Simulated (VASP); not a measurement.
An input for Quantum ESPRESSO's pw.x (written as the equivalent of a VASP run, and not itself run):

```
&CONTROL
  calculation = 'scf'
  pseudo_dir = './pseudo'
  outdir = './out'
  tprnfor = .true.
  tstress = .true.
/
&SYSTEM
  ibrav = 0
  nat = 4
  ntyp = 3
  ecutwfc = 102
  occupations = 'tetrahedra'
  input_dft = 'pz'
/
&ELECTRONS
  conv_thr = 7.3e-09
  electron_maxstep = 100
/
ATOMIC_SPECIES
  Cd 112.414 Cd.upf
  Te 127.600 Te.upf
  Se 78.971 Se.upf
CELL_PARAMETERS angstrom
     2.1977565    1.2688756    7.1639061
    -2.1977565    1.2688756    7.1639061
     0.0000000   -2.5377502    7.1639062
ATOMIC_POSITIONS crystal
  Cd   0.0050648  0.0050648  0.0050648
  Cd   0.4949827  0.4949827  0.4949827
  Te   0.6239608  0.6239608  0.6239608
  Se   0.1259957  0.1259957  0.1259957
K_POINTS automatic
  7 7 7 0 0 0
```

### Question
Write the VASP files for the same calculation (LDA).

### Answer
Several could match; the one computed here: 
**INCAR**
```
LASPH  =  .True.
LREAL  =  .False.   ! projection in real space or not
NEDOS  =  601
LWAVE  =  .False.
LCHARG  =  .True.
LMAXMIX  =  4
NELM  =  100
PREC  =  Accurate
EDIFF  =  1E-7   ! SCF stop (eV)
LEFG  =  .True.
SYSTEM  =  Cd2TeSe
ISMEAR  =  -5   ! tetrahedra, Bloechl
ALGO  =  Normal   ! blocked Davidson
LORBIT  =  11
ENCUT  =  400   ! plane-wave cut-off (eV)
ISIF  =  2
```

**KPOINTS**
```
Automatic mesh
0
Gamma
7 7 7
0 0 0
```

### POSCAR
```
Cd2TeSe
7.6001140
  0.2891741505   0.1669548075   0.9426050911
 -0.2891741505   0.1669548075   0.9426050911
  0.0000000000  -0.3339094893   0.9426050916
Cd Te Se
2 1 1
Cartesian
 -0.0000000000   0.0000000006   0.0143222249
  0.0000000000   0.0000000622   1.3997197496
 -0.0000000000   0.0000000784   1.7644459063
 -0.0000000000   0.0000000158   0.3562925233
```

POTCAR, in this order: Cd Te Se (LDA.64 set). Program: vasp_std.

Limits of the translation: the potentials are each code's own (VASP's PAW set, PseudoDojo norm-conserving files in pw.x), so ENCUT and ecutwfc are chosen apart and not converted; conv_thr bounds pw.x's estimated SCF error, while EDIFF bounds the energy change between steps; the field gradients of LEFG aren't asked of the other code.

The structure comes from a computed database's Cd2TeSe entry (R3m); how it stands against other phases isn't given here. It was relaxed first, which changed the volume by -7 %.
